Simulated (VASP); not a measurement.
# SnAs: structure and properties in VASP

What structure and properties does PBEsol give SnAs, and how near are they to the measured ones? The steps: full relaxation (PBEsol), second relaxation, single point with fields (PBEsol), band structure (PBEsol), total and projected DOS (PBEsol), zone-centre phonons (PBEsol), core levels (PBEsol) and bands along the symmetry lines (PBEsol + SOC). The start is a computed cell from the Materials Project.

Program: VASP 6.6.1. Level of theory: PBEsol; plane waves and PAW (Sn_d, As), in the first sound run; inputs show where later runs differ. Results are calculated unless marked as measured.

**Measured values to reproduce.**

For SnAs, NaCl-type (rock salt) (crystal grown by two-step solid state reaction), “Detailed magneto-heat capacity analysis of SnAs topological superconductor” (2022, arxiv:2202.10664) gives, by powder XRD, Rietveld refinement: lattice constant a (cubic a) 5.721 Å [measurement temperature not stated, presumably room temperature].

This is a report of a sequence of runs, with most program output left out.

## 1. Starting point

Before any relaxation, the start is as follows. The structure is cubic, space group Fm-3m (No. 225). Conventional cell: a = 5.754 Å, b = 5.754 Å, c = 5.754 Å, α = 90.00°, β = 90.00°, γ = 90.00°. Nearest to Sn lie 6 As at 2.88 Å. Nearest to As lie 6 Sn at 2.88 Å. Farther neighbours are not listed.

## 2. Full relaxation (PBEsol)

Properties are meant for the cell that this level of theory prefers, so cell and atoms are relaxed first (ISIF = 3) until forces and stress are small; EDIFFG sets the threshold. PBEsol restores the gradient expansion of exchange and is tuned for the cells of solids.

INCAR

```
SYSTEM = SnAs
PREC = Accurate
ENCUT = 400
EDIFF = 1E-06
NELM = 100
ISMEAR = 0
SIGMA = 0.05
LREAL = .FALSE.
ALGO = Normal
GGA = PS
NBANDS = 15
LORBIT = 11
LWAVE = .FALSE.
LCHARG = .FALSE.
KPAR = 2
IBRION = 2
NSW = 60
ISIF = 3
EDIFFG = -0.01
```

POSCAR

```
SnAs
1.0
    0.0000000000      2.8768709376      2.8768709376
    2.8768709376      0.0000000000      2.8768709376
    2.8768709376      2.8768709376      0.0000000000
Sn As
1 1
Direct
    0.5000000000      0.5000000000      0.5000000000
    0.0000000000      0.0000000000      0.0000000000
```

KPOINTS

```
Automatic mesh
0
Gamma
7 7 7
0 0 0
```

The projector-augmented-wave data sets are Sn_d and As (PBE family, release 64).

On the command line:

```console
$ mpirun -np 2 vasp_std
```

The job ended after 12 s (2 MPI ranks of Intel Xeon Platinum 8259CL at 2.50GHz (Skylake/Cascade Lake), shared host; peak memory 0.29 GiB).

This run has no spin polarisation. Its electron count is odd, so without a moment it is a metal by construction. The k-mesh is coarse for a metal. The PAW data sets were made with PBE, which is usual practice but a small mismatch for other functionals. The run keeps the 48 symmetry operations of its start, so it cannot find a distortion of lower symmetry.

Relaxation path:

```
step  energy less that of the first step (eV)  largest force (eV/Å)  pressure (GPa)  volume (Å³)
   1                                   0.0000                0.0000           -1.25        47.62
   2                                  -0.0029                0.0000            0.49        46.36
   3                                  -0.0035                0.0000            0.01        46.72
```

```
conventional cell, symmetrised  before  after  change
                         a (Å)   5.754  5.717  -0.6 %
                         b (Å)   5.754  5.717  -0.6 %
                         c (Å)   5.754  5.717  -0.6 %
              volume (Å³/atom)   23.81  23.36  -1.9 %
```

Final coordinates:

```cif
data_structure
_symmetry_space_group_name_H-M 'P 1'
_symmetry_Int_Tables_number 1
_cell_length_a 4.0426
_cell_length_b 4.0426
_cell_length_c 4.0426
_cell_angle_alpha 60.000
_cell_angle_beta 60.000
_cell_angle_gamma 60.000
_cell_volume 46.72
loop_
_atom_site_label
_atom_site_type_symbol
_atom_site_fract_x
_atom_site_fract_y
_atom_site_fract_z
_atom_site_occupancy
Sn1 Sn 0.50000 0.50000 0.50000 1
As2 As 0.00000 0.00000 0.00000 1
```

This step gave:

| Quantity | Value |
| --- | --- |
| electrons | 19 |
| bands | 15 |
| irreducible k-points | 20 |
| symmetry operations | 48 |
| free energy (TOTEN) | -9.501 eV |
| energy at zero smearing | -9.499 eV |
| Fermi energy | 6.958 eV |
| pressure | 0.005595 GPa |
| metallic | yes |
| SCF cycles over all ionic steps | 26 |

It ends with forces that vanish by symmetry and a pressure of 0.01 GPa.

## 3. Second relaxation

A relaxation keeps the plane waves of the cell it began with, so it is repeated from the new cell, on a basis made for it.

INCAR is that of step 2.

POSCAR

```
SnAs
1.0
    0.0000000000      2.8585767156      2.8585767156
    2.8585767156      0.0000000000      2.8585767156
    2.8585767156      2.8585767156      0.0000000000
Sn As
1 1
Direct
    0.5000000000      0.5000000000      0.5000000000
    0.0000000000      0.0000000000      0.0000000000
```

KPOINTS is that of step 2.

On the command line:

```console
$ mpirun -np 2 vasp_std
```

Wall time 5.6 s (2 MPI ranks); peak memory 0.29 GiB.

Little changed from the start: no atom moved by 0.005 Å and no cell edge by 0.1 %.

Numbers from this step:

| Quantity | Value |
| --- | --- |
| free energy (TOTEN) | -9.500 eV |
| pressure | -0.03443 GPa |
| SCF cycles over all ionic steps | 12 |

It ends with forces that vanish by symmetry and a pressure of -0.03 GPa. The volume moved by under 0.01 %: the run met its threshold at the first step.

## 4. Single point with fields (PBEsol)

The relaxed cell gets a fresh self-consistent run, on a basis set for its own volume, to fix the density and to check the remaining stress.

INCAR, as its differences from that of step 3:

```diff
@@ -13,7 +13,5 @@
 LWAVE = .FALSE.
-LCHARG = .FALSE.
-KPAR = 2
-IBRION = 2
-NSW = 60
-ISIF = 3
-EDIFFG = -0.01
+LCHARG = .TRUE.
+ISIF = 2
+LELF = .TRUE.
+LVHAR = .TRUE.
```

POSCAR is that of step 3.

KPOINTS is that of step 3.

On the command line:

```console
$ mpirun -np 2 vasp_std
```

Wall time 6 s (2 MPI ranks); peak memory 0.25 GiB; 11 s of CPU time.

Numbers from this step:

| Quantity | Value |
| --- | --- |
| SCF cycles | 12 |
| bands | 16 |
| pressure | -0.03253 GPa |

Valence electrons inside each PAW sphere by angular momentum. Sphere charges, by row:

```
atom  s (e)  p (e)  d (e)  tot (e)
 Sn1  1.224   0.95  10.02    12.19
 As2  1.266  1.441  0.034    2.742
```

ELF in the ac plane of the conventional cell at fractional y = 0.000, with atoms of Sn and As within 0.2 Å of it. It is the smooth field of the valence electrons, not physical close to the nuclei.

Ten even steps from '_' (0.13) to '@' (0.82), each cell a mean:
```
##@@@@%%====::______----**@@@@##
@@@@@@**------::::------==##@@@@
@@%%**--..::--====--::..::==##@@
**++--____..--======::____::==**
==--::____--**%%%%##==..__..----
------::--**@@@@@@@@##==::::----
__::----++%%@@@@%%@@@@##==----__
..__--==**@@@@##**%%@@%%====::__
____----**@@@@####@@@@%%====::__
::------==##@@@@@@@@@@**------::
==--::..::==##@@@@%%**--..::--==
====::____::==****++--____..--==
%%##==..__..----==--::____--**%%
@@@@##==::::----------::--**@@@@
%%@@@@##==----____::----++%%@@@@
**%%@@%%====::__..__--==**@@@@##
```
Columns run along a (5.7 Å), rows up along c (5.7 Å), edges of the conventional cell, whose origin can differ from the input's. Atoms in or near the plane, at fractional coordinates: Sn at (0.50, 0.00), Sn at (0.00, 0.50), As at (0.00, 0.00), As at (0.50, 0.50).

Valence density in the ac plane of the conventional cell at fractional y = 0.000, with atoms of Sn and As within 0.2 Å of it. It is the smooth field of the valence electrons, not physical close to the nuclei.

Values in e/Å³, 16 rows by 16 columns, each cell a mean:
```
 0  0  1  0  0  1  3  7  9  5  1  0  0  0  1  0
 1  1  0  0  0  0  1  3  3  2  1  0  0  0  0  1
 0  0  0  0  0  0  0  1  1  0  0  0  0  0  0  0
 0  0  0  0  0  0  0  0  0  0  0  0  0  0  0  0
 0  0  0  0  0  0  0  0  0  0  0  0  0  0  0  0
 1  1  0  0  0  0  0  1  1  0  0  0  0  0  1  1
 6  3  1  0  0  0  1  0  0  1  0  0  0  0  2  5
11  6  1  0  0  0  1  0  0  0  1  0  0  1  3  9
 9  5  1  0  0  0  1  0  0  0  1  0  0  1  3  7
 3  2  1  0  0  0  0  1  1  1  0  0  0  0  1  3
 1  0  0  0  0  0  0  0  0  0  0  0  0  0  0  1
 0  0  0  0  0  0  0  0  0  0  0  0  0  0  0  0
 0  0  0  0  0  0  0  0  0  0  0  0  0  0  0  0
 1  0  0  0  0  0  1  1  1  1  0  0  0  0  0  1
 0  1  0  0  0  0  2  5  6  3  1  0  0  0  1  0
 0  0  1  0  0  1  3  9 11  6  1  0  0  0  1  0
```
Columns run along a (5.7 Å), rows up along c (5.7 Å), edges of the conventional cell, whose origin can differ from the input's. Atoms in or near the plane, at fractional coordinates: Sn at (0.50, 0.00), Sn at (0.00, 0.50), As at (0.00, 0.00), As at (0.50, 0.50).

Electrostatic potential energy in the ac plane of the conventional cell at fractional y = 0.000, with atoms of Sn and As within 0.2 Å of it. With pseudopotentials it is smooth inside the atoms' cores, unlike the true potential.

Ten even steps from '0' (-95 eV) to '9' (2 eV), each cell a mean:
```
6579983001699856
5689996335899975
8999999878999998
9999999999999999
9999999999999999
5799998778999986
1379996555899851
0159985685799730
0169985665799830
3589997556899963
7899999889999998
9999999999999999
9999999999999999
7899998657999987
5589985113799965
8579973001599856
```
Columns run along a (5.7 Å; values clipped at the 3rd and 97th percentile), rows up along c (5.7 Å), edges of the conventional cell, whose origin can differ from the input's. Atoms in or near the plane, at fractional coordinates: Sn at (0.50, 0.00), Sn at (0.00, 0.50), As at (0.00, 0.00), As at (0.50, 0.50).

In this run the pressure is -0.03 GPa, small enough to go on.

## 5. Band structure (PBEsol)

The mesh alone shows little of the dispersion and can miss band extrema, so KPOINTS_OPT adds a path through the symmetry points after the self-consistent cycle.

INCAR

```
SYSTEM = SnAs
PREC = Accurate
ENCUT = 400
EDIFF = 1E-06
NELM = 100
ISMEAR = 0
SIGMA = 0.05
LREAL = .FALSE.
ALGO = Normal
GGA = PS
NBANDS = 21
LORBIT = 11
LWAVE = .FALSE.
LCHARG = .FALSE.
KPAR = 2
```

POSCAR is that of step 4.

KPOINTS is that of step 4.

KPOINTS_OPT

```
Line mode
16
Line-mode
Reciprocal
  0.00000000   0.00000000   0.00000000 GAMMA
  0.50000000   0.00000000   0.50000000 X

  0.50000000   0.00000000   0.50000000 X
  0.50000000   0.25000000   0.75000000 W

  0.50000000   0.25000000   0.75000000 W
  0.37500000   0.37500000   0.75000000 K

  0.37500000   0.37500000   0.75000000 K
  0.00000000   0.00000000   0.00000000 GAMMA

  0.00000000   0.00000000   0.00000000 GAMMA
  0.50000000   0.50000000   0.50000000 L

  0.50000000   0.50000000   0.50000000 L
  0.62500000   0.25000000   0.62500000 U

  0.62500000   0.25000000   0.62500000 U
  0.50000000   0.25000000   0.75000000 W

  0.50000000   0.25000000   0.75000000 W
  0.50000000   0.50000000   0.50000000 L

  0.50000000   0.50000000   0.50000000 L
  0.37500000   0.37500000   0.75000000 K

  0.62500000   0.25000000   0.62500000 U
  0.50000000   0.00000000   0.50000000 X
```

On the command line:

```console
$ mpirun -np 2 vasp_std
```

Elapsed: 32 s, on 2 MPI ranks; peak memory 0.32 GiB; 62 s of CPU time.

Spin-orbit coupling is off here; with elements this heavy it splits and shifts levels by tenths of an eV or more.

Numbers from this step:

```
bands    : 21
pressure : -0.02834 GPa
```

The electronic bands at the labelled points (eV, zero at the Fermi level; # counts the bands kept):

```
          point     #1     #2     #3     #4    #5    #6    #7    #8
              Γ  -2.66  -1.10  -1.10  -1.10  5.48  5.48  5.48  5.99
0.53 of the way  -5.41  -2.50  -2.50  -1.49  3.55  4.53  6.12  6.12
              X  -5.87  -5.55  -3.32  -3.32  2.66  7.55  7.55  9.06
0.53 of the way  -6.57  -5.57  -3.95  -1.43  3.80  4.89  7.92  8.09
              W  -7.09  -4.87  -4.87   0.91  2.16  5.94  5.94  8.85
0.47 of the way  -7.16  -5.20  -4.01  -0.25  3.30  5.05  7.08  7.69
              K  -7.22  -5.34  -2.68  -1.82  4.50  5.05  6.15  7.73
0.53 of the way  -6.04  -2.75  -0.36   1.75  1.80  2.03  5.01  6.95
              Γ  -2.66  -1.10  -1.10  -1.10  5.48  5.48  5.48  5.99
0.47 of the way  -5.66  -1.00  -1.00   0.57  3.16  3.16  3.53  6.38
              L  -8.53  -0.62  -0.62   0.84  1.35  1.35  2.38  9.79
0.47 of the way  -8.19  -3.09  -1.61  -0.43  2.80  3.04  5.38  7.74
              U  -7.22  -5.34  -2.68  -1.82  4.50  5.05  6.15  7.73
0.47 of the way  -7.17  -5.24  -3.83  -0.49  3.52  4.98  7.22  7.47
              W  -7.09  -4.87  -4.87   0.91  2.16  5.94  5.94  8.85
0.47 of the way  -7.95  -3.57  -3.06   0.69  1.63  4.95  6.15  7.61
              L  -8.53  -0.62  -0.62   0.84  1.35  1.35  2.38  9.79
0.53 of the way  -8.09  -3.49  -1.78  -0.65  3.11  3.40  5.87  7.39
              K  -7.22  -5.34  -2.68  -1.82  4.50  5.05  6.15  7.73
      jump to U  -7.22  -5.34  -2.68  -1.82  4.50  5.05  6.15  7.73
0.47 of the way  -6.30  -5.72  -3.14  -2.69  3.28  6.54  6.96  8.61
              X  -5.87  -5.55  -3.32  -3.32  2.66  7.55  7.55  9.06
```

The largest weight of each band there:

```
point       #1       #2       #3       #4       #5       #6       #7       #8
    Γ  Sn 0.56  As 0.69  As 0.69  As 0.69  Sn 0.78  Sn 0.78  Sn 0.78  Sn 0.63
    X  Sn 0.52  Sn 0.84  As 0.56  As 0.56  Sn 0.68  Sn 0.57  Sn 0.57  As 0.71
    W  Sn 0.90  Sn 0.50  Sn 0.50  As 0.68  Sn 0.83  As 0.74  As 0.74  Sn 0.64
    K  Sn 0.87  Sn 0.51  As 0.58  Sn 0.61  As 0.69  Sn 0.61  Sn 0.71  As 0.79
    Γ  Sn 0.56  As 0.69  As 0.69  As 0.69  Sn 0.78  Sn 0.78  Sn 0.78  Sn 0.63
    L  Sn 0.83  As 0.87  As 0.87  Sn 0.57  Sn 0.91  Sn 0.91  Sn 0.61  As 0.73
```

There is no gap at this level.

## 6. Total and projected DOS (PBEsol)

A density of states needs more k-points than a total energy; ISMEAR = -5 takes tetrahedra, and LORBIT projects the states on the PAW spheres. The mesh is finer than in the run before.

INCAR, as its differences from that of step 5:

```diff
@@ -5,3 +5,3 @@
 NELM = 100
-ISMEAR = 0
+ISMEAR = -5
 SIGMA = 0.05
@@ -15 +15,2 @@
 KPAR = 2
+NEDOS = 2001
```

POSCAR is that of step 5.

KPOINTS

```
Automatic mesh
0
Gamma
10 10 10
0 0 0
```

On the command line:

```console
$ mpirun -np 2 vasp_std
```

It took 13 s on 2 MPI ranks; peak memory 0.32 GiB; 26 s of CPU time.

With tetrahedra the forces and stress of a metal are not exact derivatives of the energy.

This step gave:

```
irreducible k-points   : 47
free energy (TOTEN)    : -9.537 eV
Fermi energy           : 6.966 eV
pressure               : -0.09571 GPa
DOS at the Fermi level : 0.8016 states/eV/cell
```

The density of states has structure finer than the step of the table below, so its rows give means over 1 eV, whole bins alone (the curve runs from -12.0 to 7.90 eV). Peaks (eV: height): total -10.5: 1.76, 3.7: 1.53, 4.8: 1.75, 6.3: 1.61; As p -1.2: 0.434, 0.4: 0.303, 4.8: 0.315, 6.3: 0.280; Sn p -3.2: 0.252, 2.3: 0.494, 4.9: 0.300, 7.2: 0.339; Sn s -7.6: 0.627, 0.4: 0.183; As s -10.5: 1.04.

States under -12.0 eV and over 7.9 eV are left out. Table of density of states by energy, zero at the Fermi level; means over each step; values in states/eV/cell:

```
energy (eV)   total     As p     Sn p     Sn s    As s     Sn d     As d
        -11    1.23  0.00415   0.0424   0.0557   0.663   0.0135   3.2e-4
        -10   0.105   9.0e-5  0.00255  0.00191  0.0620  0.00202   2.5e-5
         -9  3.4e-4   3.3e-5   3.7e-6   1.6e-4  7.3e-6        0        0
         -8   0.592   0.0511  0.00656    0.277  0.0235  0.00249  0.00124
         -7   0.866   0.0690   0.0155    0.389  0.0740  0.00405  0.00286
         -6   0.399   0.0359   0.0142    0.144  0.0633  0.00257   9.3e-4
         -5   0.523   0.0883   0.0814   0.0585  0.0285  0.00313  0.00131
         -4   0.811    0.170    0.147   0.0361  0.0184  0.00904  0.00290
         -3    1.20    0.299    0.221   0.0285  0.0136   0.0175  0.00497
         -2    1.20    0.333    0.195   0.0396  0.0158   0.0254  0.00651
         -1    1.09    0.333    0.145   0.0587  0.0175   0.0312  0.00741
          0   0.893    0.195    0.144    0.117  0.0231   0.0236   0.0132
          1   0.433   0.0765   0.0821   0.0529  0.0260  0.00883  0.00684
          2   0.983    0.102    0.338   0.0221  0.0467   0.0176   0.0301
          3    1.13    0.142    0.292   0.0338  0.0402   0.0432   0.0382
          4    1.25    0.203    0.240   0.0519  0.0247   0.0575   0.0450
          5    1.39    0.266    0.244   0.0396  0.0152   0.0603   0.0549
          6    1.33    0.237    0.265   0.0277  0.0133   0.0666   0.0504
          7    1.34    0.215    0.291   0.0164  0.0112   0.0869   0.0513
```

The finer mesh and the other smearing move the Fermi level by +0.01 eV from the 7×7×7 run, a small shift, which tests the Fermi level alone. Of the states within 0.3 eV of the Fermi level, the largest shares in the PAW spheres are As p 22 %, Sn p 16 % and Sn s 13 %. The rest lies in smaller channels or between the spheres.

## 7. Zone-centre phonons (PBEsol)

Zone-centre modes test whether the atoms sit at a minimum within this cell. IBRION = 8 takes the force constants from linear response, which needs tightly converged orbitals.

INCAR

```
SYSTEM = SnAs
PREC = Accurate
ENCUT = 400
EDIFF = 1E-08
NELM = 100
ISMEAR = 1
SIGMA = 0.2
LREAL = .FALSE.
ALGO = Normal
GGA = PS
NBANDS = 15
LORBIT = 11
LWAVE = .FALSE.
LCHARG = .FALSE.
KPAR = 2
IBRION = 8
ISIF = 2
```

POSCAR is that of step 6.

KPOINTS

```
Automatic mesh
0
Gamma
12 12 12
0 0 0
```

On the command line:

```console
$ mpirun -np 2 vasp_std
```

Run time: 1.8 min. Hardware: 2 MPI ranks; peak memory 0.62 GiB; 3.6 min of CPU time.

Energies printed during the response cycles are not total energies of the cell.

Numbers from this step:

```yaml
bands: 15
irreducible_k_points: 72
pressure_of_the_cell: -0.1115 GPa
largest_force_of_the_cell: 0 eV/Å
fermi_energy: 6.997 eV
```

The modes at Γ (shares of kinetic energy by element, %):

```
mode  frequency (cm⁻¹)  symmetry  Sn %  As %
   1              -0.3  acoustic    61    39
   2              -0.3  acoustic    61    39
   3              -0.3  acoustic    61    39
   4              94.2       T1u    39    61
   5              94.2       T1u    39    61
   6              94.2       T1u    39    61
```

Displacements in mode 6 (94.2 cm⁻¹), the largest set to 1:
```
Sn1  0.00  0.64  0.00
As2  0.00 -1.00  0.00
```

The three acoustic modes lie within 0.3 cm⁻¹ of zero, and all others are real. By the characters of their eigenvectors the optical modes sort into (cm⁻¹) infrared active: T1u 94.

## 8. Core levels (PBEsol)

ICORELEVEL = 1 prints the core eigenvalues in the potential of the ground state.

INCAR

```
SYSTEM = SnAs
PREC = Accurate
ENCUT = 400
EDIFF = 1E-06
NELM = 100
ISMEAR = 0
SIGMA = 0.05
LREAL = .FALSE.
ALGO = Normal
GGA = PS
NBANDS = 15
LORBIT = 11
LWAVE = .FALSE.
LCHARG = .FALSE.
KPAR = 2
ICORELEVEL = 1
```

POSCAR is that of step 7.

KPOINTS

```
Automatic mesh
0
Gamma
7 7 7
0 0 0
```

On the command line:

```console
$ mpirun -np 2 vasp_std
```

It took 5.4 s on 2 MPI ranks; peak memory 0.29 GiB.

These are scalar-relativistic Kohn-Sham levels of the ground state, with no core hole, so they are not binding energies.

This step gave:

```yaml
irreducible_k_points: 20
free_energy_toten: -9.500 eV
fermi_energy: 6.958 eV
pressure: -0.03443 GPa
```

(Continued in part 2 of 2.)

[Lines on the potential files, build, host, timing and source positions are cut from VASP's logs without a mark.]

[Logs are printed without paths, hosts, clocks, repeated set-up lines and the standing remarks that a program may print on its own settings, such as how far it seeks lower states.]

[Hosts, paths, dates, database ids (printed as entryN), source tags and the programs' standing remarks are cut or masked in the printed files.]

[Measured values are set beside computed ones only where the two were judged alike; some that the calculation misses by far are left out.]

[In band tables of VASP the shares of atoms and orbitals are scaled to a sum of 1 inside the atoms' spheres.]
